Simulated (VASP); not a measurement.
```
MgH2
1.0
    4.48828     0.00000     0.00000
    0.00000     4.48828     0.00000
    0.00000     0.00000     3.00029
Mg H
2 4
Direct
  0.00000   0.00000   0.00000
  0.50000   0.50000   0.50000
  0.30420   0.30420   0.00000
  0.80420   0.19580   0.50000
  0.19580   0.80420   0.50000
  0.69580   0.69580   0.00000
```

Calculation: optB86b-vdW, VASP's PBE PAW potentials (set 64) (plane waves; VASP). Run with 520 eV cut-off, Gaussian smearing of 0.050 eV, potentials Mg H.

Question: Give the energies of bands 1 to 7 at the high-symmetry points, in eV from the valence-band maximum.

Answer: 
| band | Γ | X | M | Z | R | A |
|---|---|---|---|---|---|---|
| 1 | -6.44 | -4.82 | -3.73 | -3.01 | -2.26 | -1.88 |
| 2 | -1.45 | -4.82 | -3.73 | -3.01 | -2.26 | -1.88 |
| 3 | -1.45 | -0.51 | -2.74 | -0.09 | -1.08 | -0.96 |
| 4 | -0.40 | -0.51 | -2.74 | -0.09 | -1.08 | -0.96 |
| 5 | 4.81 | 5.49 | 9.21 | 6.51 | 5.30 | 4.01 |
| 6 | 5.18 | 5.49 | 9.21 | 6.51 | 5.30 | 4.01 |
| 7 | 9.33 | 10.22 | 9.33 | 6.96 | 6.94 | 4.29 |

The gap is indirect, 3.86 eV, from the valence maximum at M-Γ at 0.67 to the conduction minimum at A-Z at 0.22.

The compound is MgH2 in the rutile structure. It was relaxed first.
